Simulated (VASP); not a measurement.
Method: vdW-DF2, VASP's PBE PAW potentials (set 64) (plane waves; VASP).

A VASP calculation is set up with these files.

**POSCAR**
```
Cd
1.0
  1.7586025912  -3.0459895056   0.0000000000
  1.7586025912   3.0459895056   0.0000000000
  0.0000000000   0.0000000000   5.8272367533
Cd
2
Cartesian
  1.7586025912   1.0153318659   1.4568091883
  1.7586025912  -1.0153318659   4.3704275650
```

INCAR:
```
! general
SYSTEM    =  Cd
PREC      =  Accurate
ENCUT     =  520
LREAL     =  F
LASPH     =  T

! electronic loop
EDIFF     =  1E-6
NELM      =  100
ALGO      =  Normal
LMAXMIX   =  4

! smearing
ISMEAR    =  1
SIGMA     =  0.1

! functional
GGA       =  ML
LUSE_VDW  =  T
AGGAC     =  0.0
ZAB_VDW   =  -1.8867

! ions
IBRION    =  2
NSW       =  60
ISIF      =  3
EDIFFG    =  -0.01

! output
LWAVE     =  F
LCHARG    =  F
```

File KPOINTS:
```
Automatic mesh
0
Gamma
11 11 6
0 0 0
```

POTCAR, in this order: Cd (PBE.64 set). Program: vasp_std.

Task: Estimate the energy per atom (σ→0), band gap (on the k-mesh).

Result: 
| Quantity | Value |
|---|---|
| energy per atom (σ→0) | 2.644 eV/atom |
| band gap (on the k-mesh) | none (metal, semimetal or under 0.01 eV) |

### OSZICAR
```
...
DAV:   5     0.524143041430E+01   -0.24456E-04   -0.24456E-04  2440   0.131E-01    0.151E+00
DAV:   6     0.528194000502E+01    0.40510E-01   -0.11568E-01  2232   0.356E+00    0.140E+00
DAV:   7     0.528613602539E+01    0.41960E-02   -0.66474E-03  2216   0.591E-01    0.837E-01
DAV:   8     0.528726667631E+01    0.11307E-02   -0.16840E-03  2176   0.405E-01    0.195E-02
DAV:   9     0.528724928727E+01   -0.17389E-04   -0.37262E-05  2488   0.480E-02    0.145E-02
DAV:  10     0.528723744008E+01   -0.11847E-04   -0.21521E-05  2088   0.400E-02    0.435E-03
DAV:  11     0.528723767754E+01    0.23745E-06   -0.20691E-07  1384   0.402E-03
   1 F= 0.52872377E+01 E0= 0.52871508E+01  d E =0.528724E+01
```

The compound is Cd in the hcp structure. It was relaxed first, which changed the volume by +44 %. The start is the result of an earlier pass.
